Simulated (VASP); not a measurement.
Given:

```
CELL_PARAMETERS angstrom
      3.63419     0.00000     0.00000
     -1.81709     3.14730     0.00000
      0.00000     0.00000     6.24715
ATOMIC_POSITIONS crystal
  Ga 0.00000 0.00000 0.00000
  Ga 0.00000 0.00000 0.50000
  As 0.33333 0.66667 0.25000
  As 0.66667 0.33333 0.75000
```

These are PBEsol GGA, VASP's PBE PAW potentials (set 64) (plane waves; VASP) values and carry that method's errors. Numerical set-up: 500 eV cut-off, 10×10×5 Γ-centred mesh, first-order Methfessel-Paxton smearing of 0.10 eV, potentials Ga_d As.

Task: What does the run give for the energy per atom (σ→0), pressure, band gap (on the k-mesh) with the smallest direct gap where there is one?

Result: 
```yaml
band gap (on the k-mesh): none (metal, semimetal or under 0.01 eV)
energy per atom (σ→0): -4.233 eV/atom
pressure: 4.91 GPa
```

The absolute energy has meaning only against runs of the same code, potentials and settings.

The structure was generated: GaAs was put into the NiAs type type (P6_3/mmc), which need not be its known phase. It was relaxed first under an external pressure of 5 GPa.
